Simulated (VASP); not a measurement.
VASP input:

POSCAR:
```
Bi
1
    4.0885782991    -2.2659239523    -0.0201413964
    4.0885782991     2.2659239523    -0.0201413964
    2.8511318357     0.0000000000     3.7043672627
Bi
2
Direct
  0.2372436458   0.2372436458   0.2372436458
  0.7627563542   0.7627563542   0.7627563542
```

File KPOINTS:
```
Automatic mesh
0
Gamma
9 9 9
0 0 0
```

**INCAR**
```
SYSTEM  =  Bi
PREC  =  Accurate; ENCUT  =  520; LREAL  =  .False.
LASPH  =  .True.
EDIFF  =  1E-6; NELM  =  100; ALGO  =  Normal
LMAXMIX  =  4
ISMEAR  =  1; SIGMA  =  0.1
GGA  =  PE; IVDW  =  13
IBRION  =  2; NSW  =  60; ISIF  =  3
EDIFFG  =  -0.01
LWAVE  =  .False.; LCHARG  =  .False.
```

POTCAR, in this order: Bi_d (PBE.64 set). Program: vasp_std.

Q: Translate this PBE-D4 calculation to Ansatz.

A: One equivalent input (not run):
Ansatz 0.2 input:
```yaml
crystal:
  lattice:
    - [4.0885783, -2.2659240, -0.0201414]
    - [4.0885783, 2.2659240, -0.0201414]
    - [2.8511318, 0.0000000, 3.7043673]
  atoms:
    - { symbol: Bi, position: [0.2372436, 0.2372436, 0.2372436] }
    - { symbol: Bi, position: [0.7627564, 0.7627564, 0.7627564] }
kpoints:
  mp_grid: { grid: [9, 9, 9] }
hamiltonian:
  xc: pbe
  dispersion: d4
  pseudopotentials: { kind: paw }
scf:
  occupations: { method: methfessel_paxton, width: 0.1 }
  max_iter: 100
relax:
  max_steps: 60
  f_tol: 0.01
  cell: {}
output: { forces: true, stress: true, eigenvalues: true }
```
The two are equivalent in intent, not identical: each code has its own PAW files, so the cut-off isn't converted (ENCUT is set for VASP's; basis.ecutwfc is left out, and Ansatz then takes the one that its files recommend); Ansatz stops its SCF on the density residual and VASP on the energy change (EDIFF).

The compound is Bi in the a7 structure. It was relaxed first. The start is the result of an earlier pass.
